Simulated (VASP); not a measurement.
Given:

```xyz
2
Lattice="0.0000 2.6234 2.6234 2.6234 0.0000 2.6234 2.6234 2.6234 0.0000" Properties=species:S:1:pos:R:3 pbc="T T T"
K      0.0000     0.0000     0.0000
F      2.6234     2.6234     2.6234
```

Method: PBE GGA, VASP's PBE PAW potentials (set 64) (plane waves; VASP 6.6.1). Settings: 400 eV cut-off, 6×6×6 Γ-centred mesh, Fermi-Dirac smearing of 0.020 eV, potentials K_sv F.

Problem. Give the energies of bands 6 to 10 at the high-symmetry points, in eV from the valence-band maximum.

Solution. 
| band | Γ | X | U | L | W |
|---|---|---|---|---|---|
| 6 | 0.00 | -0.18 | -0.36 | -0.86 | -0.45 |
| 7 | 0.00 | -0.04 | -0.21 | -0.39 | -0.14 |
| 8 | 0.00 | -0.04 | -0.18 | -0.39 | -0.14 |
| 9 | 6.49 | 8.27 | 9.10 | 9.32 | 9.94 |
| 10 | 10.85 | 10.64 | 11.05 | 11.05 | 9.94 |

The gap is direct, 6.49 eV, from the valence maximum at Γ to the conduction minimum at Γ.

The structure is a typed KF crystal. The cell was not relaxed at this level.
